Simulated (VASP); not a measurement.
The input files of a VASP run:

KPOINTS:
```
K-points
0
G
 8 8 12
0 0 0
```

File POSCAR:
```
SiO2
1.0
  4.2928580000   0.0000000000   0.0000000000
  0.0000000000   4.2928580000   0.0000000000
  0.0000000000   0.0000000000   2.7314680000
Si O
2 4
direct
  0.5000000000   0.5000000000   0.5000000000
  0.0000000000   0.0000000000   0.0000000000
  0.6931600000   0.6931600000   0.0000000000
  0.3068400000   0.3068400000   0.0000000000
  0.8068400000   0.1931600000   0.5000000000
  0.1931600000   0.8068400000   0.5000000000
```

**INCAR**
```
# general
SYSTEM=SiO2
PREC  =Accurate
ENCUT =400
LREAL =F   # projection in real space or not
LASPH =T

# electronic loop
EDIFF =1E-6   # SCF stop (eV)
NELM  =100   # most electronic steps
ALGO  =Normal

# smearing
ISMEAR=0   # Gaussian
SIGMA =0.01   # width (eV)

# functional
GGA   =PE

# ions
IBRION=2   # conjugate gradients
NSW   =50   # most ionic steps
ISIF  =3   # ions, shape and volume
EDIFFG=-0.01   # ionic stop

# output
LWAVE =F
LCHARG=F
```

POTCAR, in this order: Si O (PBE.64 set). Program: vasp_std.

Problem. Write an equivalent input for Ansatz.

Solution. One equivalent input (not run):
Ansatz 0.2 input:
```yaml
crystal:
  lattice:
    - [4.2928580, 0.0000000, 0.0000000]
    - [0.0000000, 4.2928580, 0.0000000]
    - [0.0000000, 0.0000000, 2.7314680]
  atoms:
    - { symbol: Si, position: [0.5000000, 0.5000000, 0.5000000] }
    - { symbol: Si, position: [0.0000000, 0.0000000, 0.0000000] }
    - { symbol: O, position: [0.6931600, 0.6931600, 0.0000000] }
    - { symbol: O, position: [0.3068400, 0.3068400, 0.0000000] }
    - { symbol: O, position: [0.8068400, 0.1931600, 0.5000000] }
    - { symbol: O, position: [0.1931600, 0.8068400, 0.5000000] }
kpoints:
  mp_grid: { grid: [8, 8, 12] }
hamiltonian:
  xc: pbe
  pseudopotentials: { kind: paw }
scf:
  occupations: { method: gaussian, width: 0.01 }
  max_iter: 100
relax:
  max_steps: 50
  f_tol: 0.01
  cell: {}
output: { forces: true, stress: true, eigenvalues: true }
```
The two are equivalent in intent, not identical: each code has its own PAW files, so the cut-off isn't converted (ENCUT is set for VASP's; basis.ecutwfc is left out, and Ansatz then takes the one that its files recommend); Ansatz stops its SCF on the density residual and VASP on the energy change (EDIFF).

The structure comes from a computed database's SiO2 entry; how it stands against other phases isn't given here. This run relaxes it. Symmetry was kept, so distortions that lower it aren't found. The run is one of a series of settings (EDIFFG = -0.01, IBRION = 2, ISIF = 3, NSW = 50 against the base run), some of them coarse on purpose.
